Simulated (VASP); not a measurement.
**A VASP study of TePdS (PBE + D4): structure first, properties next**

Aim: relax TePdS, then compute properties on the relaxed cell. The steps: rough relaxation of the start cell, relaxing cell and atoms (PBE + D4), density, ELF and potential (PBE + D4), band structure (PBE + D4), density of states (PBE + D4) and zone-centre phonons (PBE + D4). The cell is invented: it takes the structure of a Materials Project entry for TePdSe (space group 156 there), with some of its atoms replaced by other elements, volume scaled by an estimate. It may not be a known or stable phase. The atoms of the start are displaced at random from the sites of a P3m1 cell.

Program: VASP 6.6.1. Level of theory: PBE with D4; plane waves and PAW (Te, Pd, S); invented cell. Results are calculated unless marked as measured.

## Step 1: Set-up

Before any relaxation, the start is as follows. The structure is triclinic, space group P1 (No. 1). Conventional cell: a = 3.888 Å, b = 3.888 Å, c = 4.978 Å, α = 90.00°, β = 90.00°, γ = 120.00°. Nearest to Te lie 3 Pd at 2.62 to 2.66 Å. Pd has 3 S at 2.55 to 2.59 Å and 3 Te at 2.62 to 2.66 Å nearest. S has 3 Pd at 2.55 to 2.59 Å nearest. It derives from TePdSe. it takes the structure of a Materials Project entry for TePdSe (space group 156 there), with some of its atoms replaced by other elements, volume scaled by an estimate. Farther neighbours and most contacts between anions are not listed.

## Step 2: Rough relaxation of the start cell

The start is only an estimate, so a cheap relaxation brings it near a minimum before any careful run. PBE, the usual starting point, adds the gradient of the density. A dispersion term adds the long-range attraction that semilocal functionals lack. D4 lets the coefficients depend on atomic charges too.

INCAR reads:

```
SYSTEM = TePdS
PREC = Normal
ENCUT = 400
EDIFF = 1E-05
NELM = 60
ISMEAR = -1
SIGMA = 0.05
LREAL = .FALSE.
ALGO = Fast
GGA = PE
IVDW = 13
NBANDS = 17
LORBIT = 11
LWAVE = .FALSE.
LCHARG = .FALSE.
IBRION = 2
NSW = 40
ISIF = 3
EDIFFG = -0.04
```

POSCAR reads:

```
TePdS
1.0
    3.8879950000      0.0000000000      0.0000000000
   -1.9439970000      3.3671020000      0.0000000000
    0.0000000000      0.0000000000      4.9783830000
Te Pd S
1 1 1
Direct
    0.0029770000      0.0033180000      0.7272770000
    0.3341040000      0.6628050000      0.0069340000
    0.6731000000      0.3357740000      0.2577610000
```

KPOINTS reads:

```
Automatic mesh
0
Gamma
5 5 4
0 0 0
```

Potentials, in the order of the species: Te, Pd and S (PBE family, release 64).

Started as:

```console
> mpirun -np 1 vasp_std
```

Output:

```text
[banner, memory and clock lines left out]
running    1 mpi-ranks, on    1 nodes
 distrk:  each k-point on    1 cores,    1 groups
 distr:  one band on    1 cores,    1 groups

 POSCAR found type information on POSCAR TePdS
 POSCAR found :  3 types and       3 ions
 LDA part: xc-table for (Slater+PW92), standard interpolation
 POSCAR, INCAR and KPOINTS ok, starting setup
 FFT: planning ... GRIDC
 FFT: planning ... GRID_SOFT
 FFT: planning ... GRID
 WAVECAR not read
 entering main loop
       N       E                     dE             d eps       ncg     rms          rms(c)
DAV:   1     0.903459503398E+02    0.90346E+02   -0.85570E+03  1734   0.920E+02
DAV:   2    -0.992245267246E+01   -0.10027E+03   -0.97716E+02  2136   0.195E+02
DAV:   3    -0.137471349829E+02   -0.38247E+01   -0.38022E+01  2142   0.402E+01
DAV:   4    -0.137889828379E+02   -0.41848E-01   -0.41836E-01  2483   0.451E+00
DAV:   5    -0.137896280610E+02   -0.64522E-03   -0.64520E-03  2327   0.467E-01    0.115E+01
RMM:   6    -0.134537221317E+02    0.33591E+00   -0.26609E+00  1734   0.105E+01    0.803E+00
RMM:   7    -0.131931391890E+02    0.26058E+00   -0.58920E-01  1734   0.513E+00    0.461E+00
RMM:   8    -0.131708577941E+02    0.22281E-01   -0.74713E-02  1734   0.195E+00    0.111E+00
RMM:   9    -0.131715588390E+02   -0.70104E-03   -0.11583E-02  1734   0.666E-01    0.384E-01
RMM:  10    -0.131714110330E+02    0.14781E-03   -0.22785E-03  1734   0.311E-01    0.102E-01
RMM:  11    -0.131713328476E+02    0.78185E-04   -0.42230E-04  1746   0.150E-01    0.595E-02
RMM:  12    -0.131713369722E+02   -0.41246E-05   -0.12523E-04  1757   0.777E-02    0.240E-02
RMM:  13    -0.131713386116E+02   -0.16394E-05   -0.27086E-05  1312   0.376E-02
   1 F= -.14523896E+02 E0= -.14520705E+02  d E =-.145239E+02
 curvature:   0.00 expect dE= 0.000E+00 dE for cont linesearch  0.000E+00
 trial: gam= 0.00000 g(F)=  0.341E-01 g(S)=  0.217E+00 ort = 0.000E+00 (trialstep = 0.100E+01)
 search vector abs. value=  0.251E+00
 bond charge predicted
       N       E                     dE             d eps       ncg     rms          rms(c)
DAV:   1    -0.151151495818E+02   -0.19438E+01   -0.37133E+01  1759   0.541E+01    0.113E+01
RMM:   2    -0.140584157120E+02    0.10567E+01   -0.11242E+01  1734   0.238E+01    0.701E+00
RMM:   3    -0.131468265848E+02    0.91159E+00   -0.16111E+00  1734   0.882E+00    0.160E+00
RMM:   4    -0.130852693050E+02    0.61557E-01   -0.28832E-01  1734   0.290E+00    0.100E+00
RMM:   5    -0.130805184098E+02    0.47509E-02   -0.39546E-02  1734   0.136E+00    0.845E-01
RMM:   6    -0.130810072420E+02   -0.48883E-03   -0.66127E-03  1734   0.571E-01    0.423E-01
RMM:   7    -0.130812383628E+02   -0.23112E-03   -0.30192E-03  1734   0.358E-01    0.110E-01
RMM:   8    -0.130812732094E+02   -0.34847E-04   -0.73316E-04  1753   0.195E-01    0.772E-02
RMM:   9    -0.130812588145E+02    0.14395E-04   -0.18857E-04  1771   0.102E-01    0.143E-02
RMM:  10    -0.130812612157E+02   -0.24012E-05   -0.44003E-05  1569   0.462E-02
   2 F= -.14572252E+02 E0= -.14568108E+02  d E =-.483566E-01
[... from here on, the cycles between the ionic steps are left out ...]
   3 F= -.14605036E+02 E0= -.14601351E+02  d E =-.811408E-01
   4 F= -.14637325E+02 E0= -.14633431E+02  d E =-.322883E-01
   5 F= -.14639701E+02 E0= -.14635730E+02  d E =-.346642E-01
   6 F= -.14645905E+02 E0= -.14642040E+02  d E =-.620411E-02
   7 F= -.14648632E+02 E0= -.14645215E+02  d E =-.893079E-02
   8 F= -.14650730E+02 E0= -.14647457E+02  d E =-.209849E-02
   9 F= -.14650730E+02 E0= -.14647456E+02  d E =-.209825E-02
 curvature:  -0.83 expect dE=-0.150E-02 dE for cont linesearch -0.830E-05
 ZBRENT: accuracy reached
 trial: gam=-0.04145 g(F)=  0.432E-03 g(S)=  0.138E-02 ort =-0.447E-03 (trialstep = 0.591E+00)
 search vector abs. value=  0.188E-02
 bond charge predicted
       N       E                     dE             d eps       ncg     rms          rms(c)
DAV:   1    -0.131810258756E+02   -0.21947E-02   -0.76828E-02  1807   0.176E+00    0.188E-01
RMM:   2    -0.131804396905E+02    0.58619E-03   -0.19936E-03  1734   0.326E-01    0.891E-02
RMM:   3    -0.131802461353E+02    0.19356E-03   -0.53330E-04  1734   0.171E-01    0.584E-02
RMM:   4    -0.131801498434E+02    0.96292E-04   -0.21938E-04  1734   0.102E-01    0.201E-02
RMM:   5    -0.131801500758E+02   -0.23237E-06   -0.34506E-05  1433   0.416E-02
  10 F= -.14651428E+02 E0= -.14648118E+02  d E =-.697839E-03
 trial-energy change:   -0.000698  1 .order   -0.000703   -0.001078   -0.000328
 step:   0.8484(harm=  0.8484)  dis= 0.00273  next Energy=   -14.651504 (dE=-0.775E-03)
 reached required accuracy - stopping structural energy minimisation
```

Wall time 2 min (1 MPI rank of AMD EPYC 7R43, shared host); peak memory 0.13 GiB.

Lines that name or quote the potential files are left out of all logs, and their timing lines are given in words.

From OUTCAR (step 2):

```text
ion  position               nearest neighbor table
   1  0.003  0.003  0.727-   2 2.62   2 2.65   2 2.66   3 3.23
   2  0.334  0.663  0.007-   3 2.55   3 2.57   3 2.59   1 2.62   1 2.65   1 2.66
   3  0.673  0.336  0.258-   2 2.55   2 2.57   2 2.59   1 3.23

  LATTYP: Found a hexagonal cell.
 ALAT       =     3.8879950000
 C/A-ratio  =     1.2804499491

 Subroutine GETGRP returns: Found  1 space group operations
 (whereof  1 operations were pure point group operations)

The static configuration has the point symmetry C_1 .

 Found     51 irreducible k-points:

   k-points           NKPTS =     51   k-points in BZ     NKDIM =     51   number of bands    NBANDS=     17

   dimension x,y,z NGX =    20 NGY =   20 NGZ =   24
   dimension x,y,z NGXF=    40 NGYF=   40 NGZF=   48

   ENCUT  =  400.0 eV  29.40 Ry    5.42 a.u.   6.34  6.34  8.12*2*pi/ulx,y,z

   NELECT =      22.0000    total number of electrons

 k-points in reciprocal lattice and weights: Automatic mesh
   0.00000000  0.00000000  0.00000000       0.010
   0.20000000  0.00000000  0.00000000       0.020
   0.00000000  0.20000000  0.00000000       0.020
  -0.20000000  0.20000000  0.00000000       0.020
   0.40000000  0.00000000  0.00000000       0.020
   0.00000000  0.40000000  0.00000000       0.020
  -0.40000000  0.40000000  0.00000000       0.020
   0.20000000  0.20000000  0.00000000       0.020
  -0.20000000  0.40000000  0.00000000       0.020
[...]
-0.20000000 -0.40000000  0.50000000       0.020
   0.40000000  0.40000000  0.50000000       0.020

 average (electrostatic) potential at core
       1 -86.8974       2 -73.0451       3 -83.6976

 E-fermi :   8.5578

 k-point     1 :       0.0000    0.0000    0.0000
  band No.  band energies     occupation
    ...
      6       4.9918      2.00000
      7       4.9930      2.00000
      8       6.1828      2.00000
      9       7.8020      2.00000
     10       7.8171      2.00000
     11       9.2092      0.00000
     12       9.2273      0.00000
     13       9.7529      0.00000
     14      11.7466      0.00000
     15      14.3388      0.00000
    ...

 k-point     2 :       0.2000    0.0000    0.0000
  band No.  band energies     occupation
    ...
      7       4.8409      2.00000
      8       5.6751      2.00000
      9       6.4101      2.00000
     10       6.8534      2.00000
     11       7.8288      2.00000
     12      10.0065      0.00000
     13      10.3108      0.00000
     14      13.0423      0.00000
     15      14.6010      0.00000
     16      16.3094      0.00000
    ...

 k-point     3 :       0.0000    0.2000    0.0000
  band No.  band energies     occupation
    ...
      7       4.8386      2.00000
      8       5.6786      2.00000
      9       6.4052      2.00000
     10       6.8524      2.00000
     11       7.8208      2.00000
     12      10.0037      0.00000
     13      10.3179      0.00000
     14      13.0458      0.00000
     15      14.5948      0.00000
     16      16.3087      0.00000
    ...

  DFT-D4 for vdW energy calculation

  Edisp (eV):   -1.47128

  Total      -0.08096    -0.03026     0.04872     0.01101     0.03058    -0.00819
  in kB      -2.17509    -0.81283     1.30879     0.29568     0.82154    -0.21989
  external pressure =       -0.56 kB  Pullay stress =        0.00 kB

  energy-cutoff  :      400.00
  volume of cell :       59.64
      direct lattice vectors                 reciprocal lattice vectors
     3.828611207 -0.001261293 -0.002509564     0.261241206  0.151010136  0.000215516
    -1.915395207  3.313552469  0.000668694     0.000099477  0.301848397  0.000056078
    -0.003374568 -0.000872393  4.701811284     0.000139422  0.000037672  0.212684100

 POSITION                                       TOTAL-FORCE (eV/Angst)
 -----------------------------------------------------------------------------------
      0.00558      0.00219      3.33682         0.010836     -0.005766     -0.006686
      0.01113      2.21110      0.08019        -0.004206     -0.003562      0.020540
      1.92850      1.10441      1.24518        -0.006629      0.009327     -0.013855
 -----------------------------------------------------------------------------------
    total drift:                                0.002327     -0.001108     -0.008345

  FREE ENERGIE OF THE ION-ELECTRON SYSTEM (eV)
  ---------------------------------------------------
  free  energy   TOTEN  =       -14.6514276123 eV

  energy  without entropy=      -14.6448089749  energy(sigma->0) =      -14.64811829

 reached required accuracy - stopping structural energy minimisation

 total charge
# of ion       s       p       d       tot
------------------------------------------
    1        1.426   1.786   0.078   3.290
    2        0.485   0.586   8.487   9.558
    3        1.370   2.246   0.000   3.616
--------------------------------------------------
tot          3.281   4.618   8.565  16.464

[... 3 further parts left out ...]
```

CONTCAR:

```
TePdS
   1.00000000000000
     3.8286112069191547   -0.0012612934276283   -0.0025095635271578
    -1.9153952069612754    3.3135524690805469    0.0006686940901240
    -0.0033745680625189   -0.0008723932476447    4.7018112835180217
  Te              Pd              S
     1     1     1
Direct
     0.0025070275568255    0.0008495344584478    0.7096904759177707
     0.3368240805586840    0.6674215742692210    0.0171407740441741
     0.6708498918844935    0.3336258912723309    0.2651407500380594
```

The k-mesh is coarse for a metal. This relaxation is a rough one on cheap settings, only to bring the start near its minimum. After so large a change of volume the plane waves of the start cell no longer fit, so the final stress carries a basis-set error.

The steps of the relaxation:

| step | energy less that of the first step (eV) | largest force (eV/Å) | pressure (GPa) | volume (Å³) |
| --- | --- | --- | --- | --- |
| 1 | 0.0000 | 0.6830 | -5.20 | 65.17 |
| 2 | -0.0484 | 1.0438 | 5.33 | 58.74 |
| 3 | -0.0811 | 0.7363 | 0.73 | 61.12 |
| 4 | -0.1134 | 0.2420 | 0.03 | 60.66 |
| 5 | -0.1158 | 0.2750 | -0.04 | 60.51 |
| 6 | -0.1220 | 0.1623 | -0.36 | 60.42 |
| 7 | -0.1247 | 0.0752 | -0.89 | 60.25 |
| 8 | -0.1268 | 0.0691 | -0.07 | 59.61 |
| 9 | -0.1268 | 0.0678 | 0.00 | 59.61 |
| 10 | -0.1275 | 0.0213 | -0.06 | 59.64 |

| cell as run | before | after | change |
| --- | --- | --- | --- |
| a (Å) | 3.888 | 3.829 | -1.5 % |
| b (Å) | 3.888 | 3.827 | -1.6 % |
| c (Å) | 4.978 | 4.702 | -5.6 % |
| α (°) | 90.00 | 89.98 | -0.0 % |
| β (°) | 90.00 | 90.08 | +0.1 % |
| γ (°) | 120.00 | 120.05 | +0.0 % |
| volume (Å³/atom) | 21.72 | 19.88 | -8.5 % |

The atoms that moved most (Å, as changes of fractional coordinates times the final cell):

| atom | dx | dy | dz | length |
| --- | --- | --- | --- | --- |
| Te1 | 0.003 | -0.008 | -0.083 | 0.083 |
| Pd2 | 0.002 | 0.015 | 0.048 | 0.050 |
| S3 | -0.005 | -0.007 | 0.035 | 0.036 |

Final coordinates:

```
Te Pd S
1.0
     3.82861   -0.00126   -0.00251
    -1.91540    3.31355    0.00067
    -0.00337   -0.00087    4.70181
Te Pd S
1 1 1
Direct
  0.00251 0.00085 0.70969
  0.33682 0.66742 0.01714
  0.67085 0.33363 0.26514
```

This step gave:

```yaml
electrons: 22
bands: 17
irreducible_k_points: 51
symmetry_operations: 1
free_energy_toten: -14.65 eV
energy_at_zero_smearing: -14.65 eV
fermi_energy: 8.558 eV
pressure: -0.05597 GPa
metallic: yes
scf_cycles_over_all_ionic_steps: 72
```

It ends with a largest force of 0.021 eV/Å and a pressure of -0.06 GPa.

[end of part 1 of 4]

[Lines on the potential files, build, host, timing and source positions are cut from VASP's logs without a mark.]

[Logs are printed without paths, hosts, clocks, repeated set-up lines and the standing remarks that a program may print on its own settings, such as how far it seeks lower states.]

[Hosts, paths, dates, database ids (printed as entryN), source tags and the programs' standing remarks are cut or masked in the printed files.]

[A measured line is paired with the nearest computed mode of its activity, which favours agreement.]
